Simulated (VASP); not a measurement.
OSZICAR of a VASP run on Cd (space group P6_3/mmc):

File OSZICAR:
```
       N       E                     dE             d eps       ncg     rms          rms(c)
DAV:   1     0.837807259899E+02    0.83781E+02   -0.11997E+04  4824   0.127E+03
DAV:   2    -0.651575877814E+02   -0.14894E+03   -0.14645E+03  4944   0.354E+02
DAV:   3    -0.682452067239E+02   -0.30876E+01   -0.30827E+01  5896   0.614E+01
DAV:   4    -0.682487567815E+02   -0.35501E-02   -0.35508E-02  5664   0.183E+00
DAV:   5    -0.682487665796E+02   -0.97982E-05   -0.98000E-05  6048   0.889E-02    0.544E+00
DAV:   6    -0.625871249017E+02    0.56616E+01   -0.74796E+00  4800   0.420E+01    0.707E+00
DAV:   7    -0.611698178286E+02    0.14173E+01   -0.21651E-01  5000   0.760E+00    0.444E+00
DAV:   8    -0.608698336721E+02    0.29998E+00   -0.14969E-01  4936   0.418E+00    0.107E+00
DAV:   9    -0.605605218421E+02    0.30931E+00   -0.32897E-01  5136   0.602E+00    0.990E-01
DAV:  10    -0.607602765044E+02   -0.19975E+00   -0.10978E-01  4896   0.290E+00    0.389E-01
DAV:  11    -0.607731851780E+02   -0.12909E-01   -0.40133E-03  5856   0.568E-01    0.194E-01
DAV:  12    -0.607774904090E+02   -0.43052E-02   -0.96960E-03  5400   0.682E-01    0.396E-01
DAV:  13    -0.607979184435E+02   -0.20428E-01   -0.28252E-02  5032   0.135E+00    0.195E-01
DAV:  14    -0.607987134648E+02   -0.79502E-03   -0.95732E-04  5512   0.284E-01    0.792E-02
DAV:  15    -0.607985417739E+02    0.17169E-03   -0.20959E-04  4896   0.149E-01    0.121E-01
DAV:  16    -0.607988839296E+02   -0.34216E-03   -0.89148E-04  4912   0.294E-01    0.237E-02
DAV:  17    -0.607988172339E+02    0.66696E-04   -0.55026E-05  5184   0.812E-02    0.179E-02
DAV:  18    -0.607987864535E+02    0.30780E-04   -0.37468E-05  5048   0.626E-02    0.132E-02
DAV:  19    -0.607987611078E+02    0.25346E-04   -0.74811E-06  5256   0.308E-02    0.397E-03
DAV:  20    -0.607987740204E+02   -0.12913E-04   -0.49252E-06  4928   0.213E-02    0.579E-03
DAV:  21    -0.607987729866E+02    0.10338E-05   -0.37278E-06  4952   0.204E-02    0.340E-03
DAV:  22    -0.607987727878E+02    0.19876E-06   -0.26207E-07  4288   0.548E-03    0.797E-04
DAV:  23    -0.607987734274E+02   -0.63956E-06   -0.31496E-07  4080   0.653E-03    0.702E-04
DAV:  24    -0.607987734687E+02   -0.41287E-07   -0.15503E-08  2648   0.148E-03
   1 F= -.60798773E+02 E0= -.60798773E+02  d E =0.000000E+00
       N       E                     dE             ncg
```

Which electronic solver shows in the log?

It is blocked Davidson (ALGO = Normal, or the opening steps of other solvers). The INCAR had ALGO = Normal.

Can the final energy be trusted as converged?

The run converged. It stopped with EDIFF = 1E-7, NELM = 100 (SCAN meta-GGA, plane waves, VASP's PBE PAW potentials (set 64)).

The structure comes from a measured Cd entry (P6_3/mmc) of the Crystallography Open Database, whose conditions weren't checked. It was relaxed first.
